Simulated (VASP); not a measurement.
VASP runs on Be2Ag (space group Fd-3m) share one base input (PBEsol GGA, plane waves, VASP's PBE PAW potentials (set 64)) and change the settings named in each case.

File POSCAR:
```
Be2Ag
1
    0.0000000000     3.1435000000     3.1435000000
    3.1435000000     0.0000000000     3.1435000000
    3.1435000000     3.1435000000     0.0000000000
Ag Be
2 4
Direct
  0.0000000000   0.0000000000   0.0000000000
  0.2500000000   0.2500000000   0.2500000000
  0.6250000000   0.6250000000   0.6250000000
  0.1250000000   0.6250000000   0.6250000000
  0.6250000000   0.6250000000   0.1250000000
  0.6250000000   0.1250000000   0.6250000000
```

### INCAR
```
! general
SYSTEM =Be2Ag
PREC   =Accurate
ENCUT  =300
LREAL  =.FALSE.
LASPH  =.TRUE.

! electronic loop
EDIFF  =1E-6
NELM   =100
ALGO   =Normal
LMAXMIX=4

! smearing
ISMEAR =0
SIGMA  =0.1

! functional
GGA    =PS

! ions
ISIF   =2

! output
LWAVE  =.FALSE.
LCHARG =.FALSE.
```

File KPOINTS:
```
Automatic mesh
0
Gamma
6 6 6
0 0 0
```

POTCAR, in this order: Ag Be (PBE.64 set). Program: vasp_std.

```csv
change,E(σ→0) (eV/atom),pressure (GPa),−TS (eV)
base run,-3.7974,3.43,-0.0077
"GGA removed, POTCAR Ag Be (LDA.64 set)",-4.0968,-0.99,-0.0077
"GGA_COMPAT = .FALSE., LNONCOLLINEAR = .TRUE., LSORBIT = .TRUE., MAGMOM = 0.0 0.0 0.0 0.0 0.0 0.0 0.0 0.0 0.0 0.0 0.0 0.0 0.0 0.0 0.0 0.0 0.0 0.0, program vasp_ncl",-3.8082,3.39,-0.0077
KPOINTS 7×7×7 Γ-centred mesh,-3.7937,3.48,-0.0109
```
 Energies of different potentials or functionals have different zeros.  At 300 eV the pressure can carry a Pulay error.

Left out are runs that ran out of time, are held back, or changed the cell or the kind of run, fixed moments of cells without a moment, rows past the twelfth, gaps on odd meshes, pressures of charged cells and columns that move by less than the noise.

The structure comes from a measured Be2Ag entry of the Crystallography Open Database, whose conditions weren't checked. The cell was not relaxed at this level.
